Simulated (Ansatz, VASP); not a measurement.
# Cross-check of Mg3PbO between VASP and Ansatz

Aim: how closely do two programs agree when they are given the same cell, functional and k mesh? The cell is generated by rule, not measured, and may not be a known phase. The cell is taken from a series of runs on this material, whose earlier steps may have relaxed, scaled, displaced or heated it; both programs get it as it stands.

Program: Ansatz 0.2.0. Level of theory: plane waves, with VASP 6.6.1 beside it; relaxation of cell and atoms at LDA and zone-centre phonons at LDA. Results are calculated unless marked as measured.

The structure was built from a prototype and need not be the compound's stable phase.

### 1. The structure

Symmetry: Pm-3m, No. 221, cubic system. The conventional cell has a = 4.325 Å, b = 4.325 Å, c = 4.325 Å, α = 90.00°, β = 90.00°, γ = 90.00°. Nearest to Pb lie 12 Mg at 3.06 Å. Nearest to O lie 6 Mg at 2.16 Å. Nearest to Mg lie 2 O at 2.16 Å. Farther neighbours and most contacts between anions are not listed.

### 2. VASP: relaxation of cell and atoms, LDA, pair 1

The relaxed volume is the usual yardstick between codes: in a stiff, nearly cubic crystal its relative difference is about their pressure difference at one cell divided by the bulk modulus.

Lines of VASP's logs that name or quote its potential files are left out, and so is its time.

INCAR reads:

```
SYSTEM = Mg3PbO
PREC = Accurate
ENCUT = 600
EDIFF = 1E-07
NELM = 120
ISMEAR = 0
SIGMA = 0.02
LREAL = .FALSE.
ALGO = Normal
GGA = CA
NBANDS = 19
LORBIT = 11
LWAVE = .FALSE.
LCHARG = .FALSE.
ISIF = 3
IBRION = 2
NSW = 80
EDIFFG = -0.005
LASPH = .TRUE.
GGA_COMPAT = .FALSE.
NELMIN = 4
KPAR = 2
```

POSCAR reads:

```
Mg3PbO
1.0
    4.3248000000      0.0000000000      0.0000000000
    0.0000000000      4.3248000000      0.0000000000
    0.0000000000      0.0000000000      4.3248000000
Pb O Mg
1 1 3
Direct
    0.0000000000      0.0000000000      0.0000000000
    0.5000000000      0.5000000000      0.5000000000
    0.5000000000      0.5000000000      0.0000000000
    0.5000000000      0.0000000000      0.5000000000
    0.0000000000      0.5000000000      0.5000000000
```

KPOINTS reads:

```
Automatic mesh
0
Gamma
8 8 8
0 0 0
```

The projector-augmented-wave data sets are Pb_d, O and Mg (LDA family, release 64).

Run with:

```sh
mpirun -np 2 vasp_std
```

Numbers of over 12 decimals in the logs are rounded to 6 here.

The log of the run:

```text
[banner, memory and clock lines left out]
running    2 mpi-ranks, on    1 nodes
 distrk:  each k-point on    1 cores,    2 groups
 distr:  one band on    1 cores,    1 groups

 POSCAR found type information on POSCAR PbO Mg
 POSCAR found :  3 types and       5 ions
 LDA part: xc-table for (Slater(with rela. corr.)+CA(PZ))
 , standard interpolation
 POSCAR, INCAR and KPOINTS ok, starting setup
 FFT: planning ... GRIDC
 FFT: planning ... GRID_SOFT
 FFT: planning ... GRID
 WAVECAR not read
 entering main loop
       N       E                     dE             d eps       ncg     rms          rms(c)
DAV:   1     0.212642441528E+03    0.21264E+03   -0.12684E+04  1330   0.146E+03
DAV:   2     0.156538395677E+01   -0.21108E+03   -0.20288E+03  1382   0.348E+02
DAV:   3    -0.222554994739E+02   -0.23821E+02   -0.23332E+02  1668   0.117E+02
DAV:   4    -0.231497478524E+02   -0.89425E+00   -0.88895E+00  1570   0.229E+01
DAV:   5    -0.231741115043E+02   -0.24364E-01   -0.24350E-01  1632   0.420E+00    0.819E+00
DAV:   6    -0.211330720077E+02    0.20410E+01   -0.11527E+01  1480   0.196E+01    0.346E+00
DAV:   7    -0.210489673070E+02    0.84105E-01   -0.11788E+00  1396   0.648E+00    0.187E+00
DAV:   8    -0.209964406960E+02    0.52527E-01   -0.44424E-01  1506   0.452E+00    0.104E+00
DAV:   9    -0.209751241337E+02    0.21317E-01   -0.17081E-01  1560   0.259E+00    0.268E-01
DAV:  10    -0.209746743364E+02    0.44980E-03   -0.14953E-02  1420   0.754E-01    0.627E-02
DAV:  11    -0.209746665458E+02    0.77907E-05   -0.67826E-04  1599   0.213E-01    0.190E-02
DAV:  12    -0.209746732600E+02   -0.67142E-05   -0.34266E-04  1683   0.127E-01    0.329E-02
DAV:  13    -0.209746525267E+02    0.20733E-04   -0.75079E-05  1603   0.663E-02    0.121E-02
DAV:  14    -0.209746515098E+02    0.10169E-05   -0.24267E-05  1466   0.289E-02    0.173E-03
DAV:  15    -0.209746515039E+02    0.59390E-08   -0.13192E-06  1554   0.835E-03    0.106E-03
DAV:  16    -0.209746514802E+02    0.23731E-07   -0.12611E-07   911   0.241E-03
   1 F= -.20974651E+02 E0= -.20974517E+02  d E =-.209747E+02
 curvature:   0.00 expect dE= 0.000E+00 dE for cont linesearch  0.000E+00
 trial: gam= 0.00000 g(F)=  0.000E+00 g(S)=  0.318E-02 ort = 0.000E+00 (trialstep = 0.100E+01)
 search vector abs. value=  0.318E-02
 bond charge predicted
       N       E                     dE             d eps       ncg     rms          rms(c)
DAV:   1    -0.209998022231E+02   -0.25151E-01   -0.58873E-01  1604   0.107E+01    0.897E-01
DAV:   2    -0.209781514727E+02    0.21651E-01   -0.81927E-02  1540   0.337E+00    0.244E-01
DAV:   3    -0.209762588455E+02    0.18926E-02   -0.76069E-03  1686   0.106E+00    0.737E-02
DAV:   4    -0.209760608065E+02    0.19804E-03   -0.84392E-04  1729   0.335E-01    0.300E-02
DAV:   5    -0.209760376100E+02    0.23196E-04   -0.13073E-04  1701   0.662E-02    0.110E-02
DAV:   6    -0.209760406664E+02   -0.30564E-05   -0.68228E-05  1529   0.496E-02    0.177E-02
DAV:   7    -0.209760348805E+02    0.57859E-05   -0.28008E-05  1407   0.311E-02    0.132E-03
DAV:   8    -0.209760350310E+02   -0.15050E-06   -0.27060E-06  1512   0.117E-02    0.952E-04
DAV:   9    -0.209760350293E+02    0.16526E-08   -0.42263E-08   834   0.152E-03
   2 F= -.20976035E+02 E0= -.20975903E+02  d E =-.138355E-02
 trial-energy change:   -0.001384  1 .order   -0.001373   -0.003180    0.000435
 step:   0.8815(harm=  0.8797)  dis= 0.00000  next Energy=   -20.976061 (dE=-0.141E-02)
 bond charge predicted
       N       E                     dE             d eps       ncg     rms          rms(c)
DAV:   1    -0.209763940774E+02   -0.35905E-03   -0.83171E-03  1615   0.128E+00    0.106E-01
DAV:   2    -0.209760913968E+02    0.30268E-03   -0.11470E-03  1540   0.397E-01    0.290E-02
DAV:   3    -0.209760643554E+02    0.27041E-04   -0.10826E-04  1713   0.126E-01    0.883E-03
DAV:   4    -0.209760614835E+02    0.28720E-05   -0.12067E-05  1737   0.402E-02    0.351E-03
DAV:   5    -0.209760611442E+02    0.33931E-06   -0.17952E-06  1668   0.784E-03    0.128E-03
DAV:   6    -0.209760611857E+02   -0.41552E-07   -0.90671E-07  1382   0.580E-03
   3 F= -.20976061E+02 E0= -.20975929E+02  d E =-.140971E-02
 curvature:  -0.44 expect dE=-0.429E-06 dE for cont linesearch -0.429E-06
 trial: gam= 0.00000 g(F)=  0.345E-65 g(S)=  0.976E-06 ort =-0.557E-04 (trialstep = 0.976E+00)
 search vector abs. value=  0.976E-06
 reached required accuracy - stopping structural energy minimisation
```

OUTCAR, selected parts (step 2):

```text
ion  position               nearest neighbor table
   1  0.000  0.000  0.000-   3 3.06   4 3.06   5 3.06   4 3.06   5 3.06   3 3.06   5 3.06   5 3.06
                             3 3.06   4 3.06   4 3.06   3 3.06
   2  0.500  0.500  0.500-   3 2.16   4 2.16   5 2.16   3 2.16   4 2.16   5 2.16
   3  0.500  0.500  0.000-   2 2.16   2 2.16   4 3.06   5 3.06   1 3.06   4 3.06   5 3.06   1 3.06
                             4 3.06   4 3.06   1 3.06   5 3.06   5 3.06   1 3.06
   4  0.500  0.000  0.500-   2 2.16   2 2.16   3 3.06   5 3.06   1 3.06   3 3.06   1 3.06   3 3.06
                             5 3.06   3 3.06   1 3.06   5 3.06   1 3.06   5 3.06
   5  0.000  0.500  0.500-   2 2.16   2 2.16   3 3.06   4 3.06   1 3.06   3 3.06   1 3.06   4 3.06
                             1 3.06   1 3.06   3 3.06   4 3.06   3 3.06   4 3.06

  LATTYP: Found a simple cubic cell.
 ALAT       =     4.3248000000

 Subroutine GETGRP returns: Found 48 space group operations
 (whereof 48 operations were pure point group operations)

The static configuration has the point symmetry O_h .

 Found     35 irreducible k-points:

   k-points           NKPTS =     35   k-points in BZ     NKDIM =     35   number of bands    NBANDS=     19

   dimension x,y,z NGX =    36 NGY =   36 NGZ =   36
   dimension x,y,z NGXF=    72 NGYF=   72 NGZF=   72

   ENCUT  =  600.0 eV  44.10 Ry    6.64 a.u.   8.64  8.64  8.64*2*pi/ulx,y,z

   NELECT =      26.0000    total number of electrons

 k-points in reciprocal lattice and weights: Automatic mesh
   0.00000000  0.00000000  0.00000000       0.002
   0.12500000  0.00000000  0.00000000       0.012
   0.25000000  0.00000000  0.00000000       0.012
   0.37500000  0.00000000  0.00000000       0.012
   0.50000000  0.00000000  0.00000000       0.006
   0.12500000  0.12500000  0.00000000       0.023
   0.25000000  0.12500000  0.00000000       0.047
   0.37500000  0.12500000  0.00000000       0.047
   0.50000000  0.12500000  0.00000000       0.023
[...]
0.50000000  0.50000000  0.37500000       0.012
   0.50000000  0.50000000  0.50000000       0.002

 average (electrostatic) potential at core
       1 -90.5856       2 -71.2953       3 -36.0718       4 -36.0718       5 -36.0718

 E-fermi :   6.5304

 k-point     1 :       0.0000    0.0000    0.0000
  band No.  band energies     occupation
    ...
      9       0.2816      2.00000
     10       0.2816      2.00000
     11       5.9882      2.00000
     12       5.9882      2.00000
     13       5.9882      2.00000
     14       7.1487      0.00000
     15       7.1487      0.00000
     16       7.2991      0.00000
     17      12.5701      0.00000
     18      12.5701      0.00000
    ...

 k-point     2 :       0.1250    0.0000    0.0000
  band No.  band energies     occupation
    ...
      9       0.3101      2.00000
     10       0.3101      2.00000
     11       4.6776      2.00000
     12       5.9630      2.00000
     13       5.9630      2.00000
     14       7.2589      0.00000
     15       7.4201      0.00000
     16       8.7508      0.00000
     17      11.6886      0.00000
     18      11.6886      0.00000
    ...

 k-point     3 :       0.2500    0.0000    0.0000
  band No.  band energies     occupation
    ...
      9       0.3807      2.00000
     10       0.3807      2.00000
     11       3.1608      2.00000
     12       5.8918      2.00000
     13       5.8918      2.00000
     14       7.5844      0.00000
     15       7.9547      0.00000
     16      10.8688      0.00000
     17      10.9966      0.00000
     18      10.9966      0.00000
    ...

  Total        0.0058077      0.0058077      0.0058077      0.0000000      0.0000000     -0.0000000
  in kB        0.1160092      0.1160092      0.1160092      0.0000000      0.0000000     -0.0000000
  external PRESSURE =       0.1160092 kB  Pullay stress =       0.0000000 kB

  energy-cutoff  :      600.00
  volume of cell :       80.21
      direct lattice vectors                 reciprocal lattice vectors
     4.312606591  0.000000000  0.000000000     0.231878327  0.000000000 -0.000000000
    -0.000000000  4.312606591 -0.000000000    -0.000000000  0.231878327 -0.000000000
     0.000000000  0.000000000  4.312606591    -0.000000000  0.000000000  0.231878327

 POSITION                                       TOTAL-FORCE (eV/Angst)
 -----------------------------------------------------------------------------------
      0.00000      0.00000      0.00000         0.000000      0.000000      0.000000
      2.15630      2.15630      2.15630        -0.000000      0.000000      0.000000
      2.15630      2.15630     -0.00000         0.000000     -0.000000      0.000000
      2.15630      0.00000      2.15630         0.000000     -0.000000      0.000000
     -0.00000      2.15630      2.15630         0.000000     -0.000000      0.000000
 -----------------------------------------------------------------------------------
    total drift:                                0.000000      0.000000      0.000000

  FREE ENERGIE OF THE ION-ELECTRON SYSTEM (eV)
  ---------------------------------------------------
  free  energy   TOTEN  =       -20.9760611857 eV

  energy  without entropy=      -20.9757967160  energy(sigma->0) =      -20.97592895

 reached required accuracy - stopping structural energy minimisation

 total charge
# of ion       s       p       d       tot
------------------------------------------
    1        1.246   1.330   9.759  12.335
    2        1.549   3.459   0.000   5.008
    3        0.165   0.153   0.043   0.361
    4        0.165   0.153   0.043   0.361
    5        0.165   0.153   0.043   0.361
--------------------------------------------------
tot          3.291   5.247   9.888  18.426

[... 3 further parts left out ...]
```

CONTCAR:

```
Mg3PbO
   1.00000000000000
     4.3126065907751219    0.0000000000000000    0.0000000000000000
    -0.0000000000000000    4.3126065907751219   -0.0000000000000000
     0.0000000000000000    0.0000000000000000    4.3126065907751219
  Pb              O               Mg
     1     1     3
Direct
     0.0000000000000000    0.0000000000000000    0.0000000000000000
     0.5000000000000000    0.5000000000000000    0.5000000000000000
     0.5000000000000000    0.5000000000000000    0.0000000000000000
     0.5000000000000000    0.0000000000000000    0.5000000000000000
     0.0000000000000000    0.5000000000000000    0.5000000000000000
```

The run keeps the 48 symmetry operations of its start, so it cannot find a distortion of lower symmetry.

[end of part 1 of 3]

[Lines on the potential files, build, host, timing and source positions are cut from VASP's logs without a mark.]

[Logs are printed without paths, hosts, clocks, repeated set-up lines and the standing remarks that a program may print on its own settings, such as how far it seeks lower states.]

[Hosts, paths, dates, database ids (printed as entryN), source tags and the programs' standing remarks are cut or masked in the printed files.]
